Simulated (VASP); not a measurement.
Method: PBE GGA, VASP's PBE PAW potentials (set 64) (plane waves; VASP).

VASP ran on this input.

**POSCAR**
```
AuAl2
1
    0.0000000000     2.9133540000     2.9877770000
    2.9662970000     0.0000000000     2.9877770000
    2.9662970000     2.9133540000     0.0000000000
Al Au
2 1
Direct
  0.2500000000   0.2500000000   0.2500000000
  0.7500000000   0.7500000000   0.7500000000
 -0.0131660000   0.0131660000   0.0131660000
```

### INCAR
```
! general
SYSTEM  = AuAl2
PREC    = Accurate
ENCUT   = 400
LREAL   = F
LASPH   = T

! electronic loop
EDIFF   = 1E-6
NELM    = 100
ALGO    = VeryFast
LMAXMIX = 6

! smearing
ISMEAR  = 1
SIGMA   = 0.1

! functional
GGA     = PE

! ions
ISIF    = 2

! output
LWAVE   = F
LCHARG  = F
```

**KPOINTS**
```
Automatic mesh
0
Gamma
8 8 8
0 0 0
```

POTCAR, in this order: Al Au (PBE.64 set). Program: vasp_std.

Output

### OUTCAR
```
 ion  position               nearest neighbor table
   1  0.250  0.250  0.250-   3 2.52   3 2.52   3 2.61   3 2.61   2 2.91   2 2.91   2 2.97   2 2.97
                             2 2.99   2 2.99
   2  0.750  0.750  0.750-   3 2.52   3 2.52   3 2.61   3 2.61   1 2.91   1 2.91   1 2.97   1 2.97
                             1 2.99   1 2.99
   3  0.987  0.013  0.013-   1 2.52   2 2.52   2 2.52   1 2.52   2 2.61   1 2.61   1 2.61   2 2.61
  LATTYP: Found a face centered orthorhombic cell.
 ALAT       =     5.8267080000
 B/A-ratio  =     1.0181725255
 C/A-ratio  =     1.0255454710
 Subroutine PRICEL returns:
 Original cell was already a primitive cell.
 Subroutine GETGRP returns: Found  4 space group operations
The static configuration has the point symmetry C_2v.
The dynamic configuration has the point symmetry C_2v.
 Subroutine INISYM returns: Found  4 space group operations
 Subroutine IBZKPT returns following result:
 Found     95 irreducible k-points:

 Following reciprocal coordinates:
            Coordinates               Weight
  0.000000  0.000000  0.000000      1.000000
  0.125000  0.000000  0.000000      8.000000
  0.250000  0.000000  0.000000      8.000000
  0.375000  0.000000  0.000000      8.000000
...
```

### OSZICAR
```
       N       E                     dE             d eps       ncg     rms          rms(c)
RMM:   1     0.132623988719E+03    0.13262E+03   -0.41984E+03  1140   0.804E+02
RMM:   2     0.296474862716E+02   -0.10298E+03   -0.99023E+02  1140   0.197E+02
RMM:   3    -0.169987740252E+01   -0.31347E+02   -0.28198E+02  1140   0.819E+01
RMM:   4    -0.105075592606E+02   -0.88077E+01   -0.69095E+01  1140   0.480E+01
RMM:   5    -0.127657519980E+02   -0.22582E+01   -0.16667E+01  1140   0.236E+01
RMM:   6    -0.131371057286E+02   -0.37135E+00   -0.34517E+00  1140   0.103E+01
RMM:   7    -0.132180472829E+02   -0.80942E-01   -0.73921E-01  1140   0.486E+00
RMM:   8    -0.132367440298E+02   -0.18697E-01   -0.17571E-01  1140   0.233E+00
RMM:   9    -0.132414459491E+02   -0.47019E-02   -0.44764E-02  2822   0.117E+00
RMM:  10    -0.132428331506E+02   -0.13872E-02   -0.13086E-02  2744   0.561E-01
RMM:  11    -0.132429938546E+02   -0.16070E-03   -0.15132E-03  2726   0.236E-01
RMM:  12    -0.132430489829E+02   -0.55128E-04   -0.54370E-04  2666   0.122E-01    0.963E+00
RMM:  13    -0.120126324642E+02    0.12304E+01   -0.67519E+00  4560   0.193E+01    0.376E+00
RMM:  14    -0.119249154665E+02    0.87717E-01   -0.13241E-01  3870   0.250E+00    0.196E+00
RMM:  15    -0.118945891525E+02    0.30326E-01   -0.16831E-02  3129   0.111E+00    0.310E-01
RMM:  16    -0.118942629517E+02    0.32620E-03   -0.16387E-03  2647   0.409E-01    0.146E-01
RMM:  17    -0.118943947968E+02   -0.13185E-03   -0.24203E-04  2602   0.126E-01    0.168E-02
RMM:  18    -0.118943954348E+02   -0.63804E-06   -0.36417E-05  2725   0.486E-02    0.129E-02
RMM:  19    -0.118943958380E+02   -0.40313E-06   -0.66221E-06  2336   0.218E-02
   1 F= -.11894396E+02 E0= -.11894494E+02  d E =0.293816E-03
```

**OUTCAR**
```
------------------------ aborting loop because EDIFF is reached ----------------------------------------
  FORCE on cell =-STRESS in cart. coord.  units (eV):
  Direction    XX          YY          ZZ          XY          YZ          ZX
  --------------------------------------------------------------------------------------
  Total        2.7975215      3.2516543      2.9058695      0.0000000      0.0000000      0.0000000
  in kB       86.7956479    100.8855296     90.1572441      0.0000000      0.0000000      0.0000000
  external PRESSURE =      92.6128072 kB  Pullay stress =       0.0000000 kB
  volume of cell :       51.64
      direct lattice vectors                 reciprocal lattice vectors
     0.000000000  2.913354000  2.987777000    -0.168560330  0.171623496  0.167348500
     2.966297000  0.000000000  2.987777000     0.168560330 -0.171623496  0.167348500
     2.966297000  2.913354000  0.000000000     0.168560330  0.171623496 -0.167348500
 POSITION                                       TOTAL-FORCE (eV/Angst)
 -----------------------------------------------------------------------------------
      1.48315      1.45668      1.49389         0.393605      0.000000      0.000000
      4.44945      4.37003      4.48167         0.393605     -0.000000     -0.000000
      0.07811      2.91335      2.98778        -0.787209      0.000000      0.000000
 -----------------------------------------------------------------------------------
    total drift:                               -0.000533     -0.000000     -0.000000
  FREE ENERGIE OF THE ION-ELECTRON SYSTEM (eV)
  ---------------------------------------------------
  free  energy   TOTEN  =       -11.8943958380 eV

  energy  without entropy=      -11.8946896536  energy(sigma->0) =      -11.89449378
```
(Selected blocks of OUTCAR.)

OUTCAR:
```
 val. band max:        8.2794291933   @ k =  -0.1250   0.1250  -0.0000

 cond. band min:       8.3492016687   @ k =   0.3750   0.1250   0.0000


 Fermi energy:         8.3316551457

 k-point     1 :       0.0000    0.0000    0.0000
  band No.  band energies     occupation
      1      -2.5602      2.00000
      2       1.4537      2.00000
      3       1.4594      2.00000
      4       1.4783      2.00000
      5       2.4332      2.00000
      6       2.4974      2.00000
      7      10.8714      0.00000
      8      11.1868      0.00000
      9      11.2761      0.00000
     10      11.3703      0.00000
     11      12.2769      0.00000
     12      12.5653      0.00000

 k-point     2 :       0.1250    0.0000    0.0000
  band No.  band energies     occupation
      1      -2.3488      2.00000
      2       1.3976      2.00000
      3       1.5104      2.00000
      4       1.5249      2.00000
      5       2.4254      2.00000
      6       2.4844      2.00000
      7       8.9164     -0.00000
      8      10.5798      0.00000
      9      10.6531      0.00000
     10      11.1052      0.00000
     11      13.1280      0.00000
     12      13.3460      0.00000

 k-point     3 :       0.2500    0.0000    0.0000
  band No.  band energies     occupation
      1      -1.7457      2.00000
      2       1.2759      2.00000
      3       1.6246      2.00000
      4       1.6326      2.00000
      5       2.4443      2.00000
      6       2.4835      2.00000
      7       6.2589      2.00000
      8       9.6384     -0.00000
      9       9.7492     -0.00000
     10      11.3821      0.00000
     11      12.6433      0.00000
     12      12.8243      0.00000

 k-point     4 :       0.3750    0.0000    0.0000
  band No.  band energies     occupation
      1      -0.9182      2.00000
      2       1.3025      2.00000
      3       1.6931      2.00000
      4       1.7085      2.00000
      5       2.5376      2.00000
      6       2.5460      2.00000
...
```

Unless said otherwise, spin-orbit coupling is left out, though it shifts the bands of the heavy elements here.

The compound is AuAl2 in the fluorite structure. The cell was not relaxed at this level, atoms are displaced from their ideal sites. The run is one of a series of settings (ALGO = VeryFast against the base run), some of them coarse on purpose. The electron count is odd and the run is not spin-polarised, which forces a metal.
